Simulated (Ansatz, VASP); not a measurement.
**ZnSe (Stilleite) in two plane-wave programs**

Aim: how closely do two programs agree when they are given the same cell, functional and k mesh? The cell is taken from a series of runs on this material, whose earlier steps may have relaxed, scaled, displaced or heated it; both programs get it as it stands.

Program: Ansatz 0.2.0. Level of theory: plane waves, with VASP 6.6.1 beside it; zone-centre phonons at LDA. Results are calculated unless marked as measured.

## (1) The starting structure

It takes space group F-43m (No. 216, cubic). The conventional cell has a = 5.668 Å, b = 5.668 Å, c = 5.668 Å, α = 90.00°, β = 90.00°, γ = 90.00°. Zn has 4 Se at 2.45 Å nearest. Nearest to Se lie 4 Zn at 2.45 Å. Farther neighbours and most contacts between anions are not listed.

## (2) Ansatz: zone-centre phonons, LDA

Ansatz runs on its default PAW (the set named soft_2) files.

Second derivatives magnify differences that forces hide, and they need a tight electronic threshold.

input.yaml reads:

```yaml
crystal:
  lattice:
    - [0.0, 2.8338, 2.8338]
    - [2.8338, 0.0, 2.8338]
    - [2.8338, 2.8338, 0.0]
  atoms:
    - { symbol: Zn, position: [0.0, 0.0, 0.0] }
    - { symbol: Se, position: [0.25, 0.25, 0.25] }
kpoints:
  mp_grid: { grid: [4, 4, 4] }
hamiltonian:
  xc: lda
scf:
  occupations: { method: fixed }
output:
  eigenvalues: true
basis:
  ecutwfc: 260.0
phonons:
  method: dfpt
  dielectric: true
  rigid_motions: translations
```

On the command line:

```sh
> ansatz run input.yaml --threads 4 --pin off --max-ram 15360MiB --backend cpu --events-out ev --progress --plain --runs-dir out
```

Numbers of over 12 decimals in the logs are rounded to 6 here.

Output:

```text
Warning: basis.ecutwfc = 260 eV is below the records' recommended 420 eV, and the density's cutoff is lower with it unless basis.ecutrho_ratio is high enough to keep the records' density cutoff: compare with a run at a higher cutoff
Engine: ansatz 0.2.0, aarch64-unknown-linux-gnu
Pseudopotentials: kind: paw
Pseudopotential: Zn, paw, valence charge 12, recommended cutoff 420 eV (normal), Zn.paw.azcp
Pseudopotential: Se, paw, valence charge 16, recommended cutoff 420 eV (normal), Se.paw.azcp
Functional definition: SPW92
  exchange = slater_x
  correlation = pw_c
Crystal: 2 atoms, lattice volume = 45.513 Å³
Basis set: ecut = 260 eV, 411 PW (Γ), exchange–correlation on 48×48×48 points (8 copies of the dense FFT grid, shifted against one another)
Bands: 18, of which v1, the nominal top of the filled ones, is band 14 counted from 1 (13 counted from 0)
Symmetry: 24 space group operations
k-points: 18 of 64 (irreducible under 4 space group operations, time reversal used)
Non-local potential: Zn, projectors of the file, l = 0: 2, l = 1: 2, l = 2: 3, l = 3: 1
Non-local potential: Se, projectors of the file, l = 0: 2, l = 1: 2, l = 2: 3, l = 3: 1
PAW form: soft (Blöchl's): semilocal exchange-correlation on the pseudo side does not see the compensation charge
PAW frozen core: Zn, regenerated for the run's functional, and the local potential with it (the file was generated under x = pbe(κ = 0.804, μ = 0.219515), c = pbe(β = 0.066725))
PAW frozen core: Se, regenerated for the run's functional, and the local potential with it (the file was generated under x = pbe(κ = 0.804, μ = 0.219515), c = pbe(β = 0.066725))
PAW one-centre angular grid: Zn, 590 points (default); XC on 64 Gauss nodes
PAW one-centre angular grid: Se, 590 points (default); XC on 64 Gauss nodes
Initial density: superposition of atomic densities (neutral atoms: chi_scale 0, normalization atom), corrected by the library's trained network
Initial wavefunctions: pseudopotential atomic-orbital guess
Functional: x = slater, c = lda
SCF iter   1: F=—  HF=-8629.923479 eV  |F-HF|=—  |Δ(HF+E_count)|=         —  Δρ=1.20e-2  dr2=2.66e-2  ethr=1.77e-3  ⟨swp⟩=4.1  Hψ=1382  notcnv=0  defer=17
preconditioner: auto → none  [insulator: Δε(μ)=0.956 eV  Ē_g=11.820 eV  n_scr=14 (ndim 8)  ℏωp=23.4 eV  f_vac=0.115  ε∞_Penn≈4.9]
SCF iter   2: F=—  HF=-8629.808902 eV  |F-HF|=—  |Δ(HF+E_count)|=   1.15e-1  Δρ=1.63e-2  dr2=7.58e-2  ethr=9.51e-5  ⟨swp⟩=2.0  Hψ=764  notcnv=0  defer=28
SCF iter   3: F=—  HF=-8629.792240 eV  |F-HF|=—  |Δ(HF+E_count)|=   1.67e-2  Δρ=2.26e-3  dr2=2.06e-3  ethr=9.51e-5  ⟨swp⟩=2.0  Hψ=656  notcnv=0  defer=28
SCF iter   4: F=—  HF=-8629.790295 eV  |F-HF|=—  |Δ(HF+E_count)|=   1.95e-3  Δρ=1.44e-3  dr2=1.19e-3  ethr=7.36e-6  ⟨swp⟩=2.0  Hψ=528  notcnv=0  defer=30
SCF iter   5: F=—  HF=-8629.789412 eV  |F-HF|=—  |Δ(HF+E_count)|=   8.82e-4  Δρ=3.61e-4  dr2=5.31e-5  ethr=4.24e-6  ⟨swp⟩=2.0  Hψ=618  notcnv=0  defer=30
SCF iter   6: F=—  HF=-8629.789383 eV  |F-HF|=—  |Δ(HF+E_count)|=   2.97e-5  Δρ=5.96e-5  dr2=1.15e-6  ethr=1.90e-7  ⟨swp⟩=2.0  Hψ=576  notcnv=0
SCF iter   7: F=—  HF=-8629.789377 eV  |F-HF|=—  |Δ(HF+E_count)|=   5.73e-6  Δρ=4.94e-6  dr2=6.37e-9  ethr=4.12e-9  ⟨swp⟩=3.0  Hψ=516  notcnv=0
SCF iter   8: F=-8629.789377 eV  HF=-8629.789377 eV  |F-HF|=0.00e0  |Δ(HF+E_count)|=   1.15e-9  Δρ=1.41e-7  dr2=4.14e-12  ethr=1.00e-12  ⟨swp⟩=5.0  Hψ=1814  notcnv=0
SCF 1 converged in 8 iterations: F = -8629.789377 eV  dr2 = 4.14e-12
  greatest PAW one-centre occupation: 0.999 electrons in one spin orbital (limit 2), on the Se atom at site 1 (counted from 0), in its partial waves of l = 2
NSCF: frozen V_eff on 1 k-points
DFPT response loops at Γ: preconditioner auto → none (the input reference at scf.mixing.eps_inf says where Resta's filter doesn't serve); β = 0.50; Broyden in place of MSR1
── the response to a field inside a basis, on 6×6×6 k-points: an SCF that follows is theirs, and a resumed run solves both again ──
Bands: 15, of which v1, the nominal top of the filled ones, is band 14 counted from 1 (13 counted from 0)
k-points: 28
Initial density: handed on by an earlier stage of this run
Initial wavefunctions: pseudopotential atomic-orbital guess (no wavefunctions were taken with the density)
Eigensolver: Dense (28 Hₖ)
SCF iter   1: F=—  HF=-8630.848392 eV  |F-HF|=—  |Δ(HF+E_count)|=         —  Δρ=9.01e-3  dr2=1.87e-2  ethr=1.00e-1
preconditioner: auto → none  [insulator: Δε(μ)=1.164 eV  Ē_g=9.766 eV  n_scr=14 (ndim 8)  ℏωp=23.4 eV  f_vac=0.113  ε∞_Penn≈6.7]
SCF iter   2: F=—  HF=-8630.763707 eV  |F-HF|=—  |Δ(HF+E_count)|=   8.47e-2  Δρ=1.95e-2  dr2=1.01e-1  ethr=6.69e-5
SCF iter   3: F=—  HF=-8630.739587 eV  |F-HF|=—  |Δ(HF+E_count)|=   2.41e-2  Δρ=1.62e-3  dr2=1.54e-3  ethr=6.69e-5
SCF iter   4: F=—  HF=-8630.736900 eV  |F-HF|=—  |Δ(HF+E_count)|=   2.69e-3  Δρ=1.12e-3  dr2=4.33e-4  ethr=5.48e-6
SCF iter   5: F=—  HF=-8630.736543 eV  |F-HF|=—  |Δ(HF+E_count)|=   3.57e-4  Δρ=3.58e-4  dr2=2.76e-5  ethr=1.55e-6
SCF iter   6: F=—  HF=-8630.736539 eV  |F-HF|=—  |Δ(HF+E_count)|=   4.26e-6  Δρ=3.34e-5  dr2=2.59e-7  ethr=9.84e-8
SCF iter   7: F=-8630.736539 eV  HF=-8630.736539 eV  |F-HF|=4.33e-10  |Δ(HF+E_count)|=   4.03e-8  Δρ=4.30e-6  dr2=3.63e-9  ethr=9.26e-10
SCF 1 converged in 7 iterations: F = -8630.736539 eV  dr2 = 3.63e-9
  greatest PAW one-centre occupation: 1.000 electrons in one spin orbital (limit 2), on the Se atom at site 1 (counted from 0), in its partial waves of l = 2
DFPT response loops at Γ: mixed as the last ones told, above
WARN: field response: ε∞ stands inside a basis, on 6×6×6 points; the force constants stand on the 4×4×4 k-mesh, whose period is 8.87 times the interband length at k = (0.0000, 0.0000, 0.0000), direct gap 1.041 eV, under 14: take them and everything formed from them as unconverged, and compare with a denser kpoints.mp_grid
SCF converged after 8 iterations
Free energy (F): -8629.789377 eV
Harris-Foulkes:  -8629.789377 eV  (|F-HF|=0.00e0)
Internal energy: -8629.789377 eV  (E = F + TS)
E sigma→0 (E₀):  -8629.789377 eV
Fermi energy:    6.433000 eV
--- Per-component energies (eV) ---
  E_band       = -404.978690
  E_kinetic    = 251.923307
  E_local      = -4414.636851  (includes V_loc(G=0)·N_el)
  E_nonlocal   = 47.174856
  E_hartree    = 2043.115611
  E_xc         = -238.703973
  E_vxc        = -151.499545  (∫ρ·V_xc dr)
  E_paw        = -3601.457713  (= ΣΔE_a)
  E_vpaw       = -224.135423  (= ΣTr[D̂ρ^β])
  E_aug_tail   = -0.036273  (compensation charges beyond the density's cutoff)
  E_ewald      = -2720.942845
  E_core_change = 3.774504  (= ΣΔE_core)
  E_smearing   = -0.000000  (= −TS)
  E_closure    = -0.000000  (closes the sum)
  Σ components = -8629.789377   (vs F -8629.789377, Δ=0.00e0)
--- Band table (eV; the first three rows and the last of 18) ---
  k-point 0: bands = [... 10 lower, -0.4246, 6.4330, 6.4330, 6.4330, 7.4744, 12.2183, 12.2183, 12.2183]
  k-point 1: bands = [... 10 lower, -0.4452, 3.2693, 5.9428, 5.9428, 9.0084, 12.8388, 12.8388, 12.8713]
  k-point 2: bands = [... 10 lower, -0.2888, 1.1642, 5.5546, 5.5546, 8.8000, 12.7791, 12.7791, 14.7819]
  k-point 17: bands = [... 10 lower, -0.1474, 1.6907, 3.5984, 3.7527, 11.7873, 11.9121, 13.2705, 14.0467]
--- Phonons (Γ-DFPT): 2 representative perturbations + reference, on 18 of 64 k-points (Σ response iterations 10) ---
  k mesh reduced under 4 symmetry operations, with k and −k counted as one. Each operation leaves every solved perturbation unchanged. A smaller set is not considered because the run solves the response to a homogeneous field
  ASR residual: 4.091e-5 → 0.000e0 eV/Å²; symmetrization residual: 2.294e-6 eV/Å²
  ASR residual per site (eV/Å²): 2.11e-5 4.09e-5
  Γ frequencies (cm⁻¹): 0.00 0.00 0.00 207.68 207.68 207.68
  ε∞ (high-frequency dielectric tensor):
        7.696198    -0.000000    -0.000000
       -0.000000     7.696198     0.000000
       -0.000000     0.000000     7.696198
  ε⁰ (static dielectric tensor: ions relaxed, cell fixed):
       10.690741     0.000000    -0.000000
        0.000000    10.690741     0.000000
       -0.000000     0.000000    10.690741
  ε⁰ − ε∞ (ionic part):
        2.994543     0.000000    -0.000000
        0.000000     2.994543     0.000000
       -0.000000     0.000000     2.994543
  softest optical mode at Γ: 207.68 cm⁻¹; the repairs (sum rule, projections) moved no ω² at Γ by more than (0.45 cm⁻¹)²
  Born effective charges Z* (e; rows j = field, columns β = displacement):
    site 0:
         2.06711    0.00000    0.00000
         0.00000    2.06711    0.00000
        -0.00000    0.00000    2.06711
    site 1:
        -2.06711   -0.00000   -0.00000
        -0.00000   -2.06711   -0.00000
         0.00000   -0.00000   -2.06711
  Z* charge neutrality: 5.206e-3 e pre-enforcement
  solved inside a basis spanned on kpoints, on 6×6×6 k-points transformed towards the longest dipole: ε∞ is read to err by 2.4e-2, Z* by 3.3e-2 e (field_mesh: kpoints solves on kpoints); Z* is corrected for what the basis lacks
  optical modes at Γ without the LO–TO term, one row a degenerate level:
      ω (cm⁻¹)  modes    IR ((D/Å)²/amu)
        207.68      3             8.2683
  optical modes at Γ + LO–TO along q̂ = [1.0000, 0.0000, 0.0000]:
      ω (cm⁻¹)  modes    IR ((D/Å)²/amu)
        207.68      2             5.5122
        244.77      1             2.7561
  optical modes at Γ + LO–TO along q̂ = [0.0000, 1.0000, 0.0000]:
      ω (cm⁻¹)  modes    IR ((D/Å)²/amu)
        207.68      2             5.5122
        244.77      1             2.7561
  optical modes at Γ + LO–TO along q̂ = [0.0000, 0.0000, 1.0000]:
      ω (cm⁻¹)  modes    IR ((D/Å)²/amu)
        207.68      2             5.5122
        244.77      1             2.7561
```

(Part 1 of 2 ends here.)

[Lines on the potential files, build, host, timing and source positions are cut from VASP's logs without a mark.]

[Logs are printed without paths, hosts, clocks, repeated set-up lines and the standing remarks that a program may print on its own settings, such as how far it seeks lower states.]

[Hosts, paths, dates, database ids (printed as entryN), source tags and the programs' standing remarks are cut or masked in the printed files.]
